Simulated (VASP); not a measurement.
An input for Ansatz (written as the equivalent of a VASP run, and not itself run):

Ansatz 0.2 input:
```yaml
crystal:
  lattice:
    - [2.9254334, 0.0000000, 0.0000000]
    - [-1.4627167, 2.5335000, 0.0000000]
    - [0.0000000, 0.0000000, 2.8740429]
  atoms:
    - { symbol: N, position: [0.0000000, 0.0000000, 0.0000000] }
    - { symbol: Ta, position: [0.3333330, 0.6666670, 0.5000000] }
kpoints:
  mp_grid: { grid: [13, 13, 11] }
hamiltonian:
  xc: pbesol
  pseudopotentials: { kind: paw }
scf:
  occupations: { method: methfessel_paxton, width: 0.1 }
  max_iter: 100
relax:
  max_steps: 60
  f_tol: 0.01
  cell: {}
output: { forces: true, stress: true, eigenvalues: true }
```

Task: Translate this input to VASP (INCAR, KPOINTS, POSCAR, choice of POTCAR).

Result: Several could match; the one computed here: 
### INCAR
```
SYSTEM = TaN
PREC = Accurate
ENCUT = 520
EDIFF = 1E-6
NELM = 100
ALGO = Normal
LREAL = .FALSE.
LASPH = .TRUE.
ISMEAR = 1
SIGMA = 0.1
GGA = PS
LMAXMIX = 6
LWAVE = .FALSE.
LCHARG = .FALSE.
IBRION = 2
ISIF = 3
NSW = 60
EDIFFG = -0.01
```

**POSCAR**
```
TaN
1
    2.9254334497     0.0000000000     0.0000000000
   -1.4627167248     2.5335000435    -0.0000000000
    0.0000000000     0.0000000000     2.8740429015
N Ta
1 1
Direct
  0.0000000000   0.0000000000   0.0000000000
  0.3333330000   0.6666670000   0.5000000000
```

**KPOINTS**
```
K-points
0
gamma
  13 13 11
```

POTCAR, in this order: N Ta_pv (PBE.64 set). Program: vasp_std.

Limits of the translation: each code has its own PAW files, so the cut-off isn't converted (ENCUT is set for VASP's; basis.ecutwfc is left out, and Ansatz then takes the one that its files recommend); Ansatz stops its SCF on the density residual and VASP on the energy change (EDIFF).

The structure comes from a measured TaN entry (P-6m2) of the Crystallography Open Database, whose conditions weren't checked. This run relaxes it. Symmetry was kept, so distortions that lower it aren't found. The start is the result of an earlier pass.
